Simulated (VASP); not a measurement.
Shape and ions are relaxed at each volume.

Energy against volume of La2O3 (a-type). Level of theory: RPBE GGA, VASP's PBE PAW potentials (set 64) (plane waves; VASP).

```csv
V (Å³/atom),E (eV/atom)
16.041,-7.95966
16.553,-7.97656
17.065,-7.98217
17.577,-7.97800
18.089,-7.96537
```

Q: Fit a third-order Birch-Murnaghan equation of state.

A: 
- volume per atom = 17.09 Å³/atom
- bulk modulus = 101 GPa
- pressure derivative of the bulk modulus = 3.79

Measured: bulk modulus 113 GPa at 300 K (computed value off by -10.4 %), as given by Juan A. Santana et al., The Journal of Chemical Physics (2016), arXiv:1608.06321. The calculation is for a static lattice, while the measured bulk modulus holds thermal and zero-point effects, which are part of the difference.

The compound is La2O3 in the a-type structure. It was relaxed first.
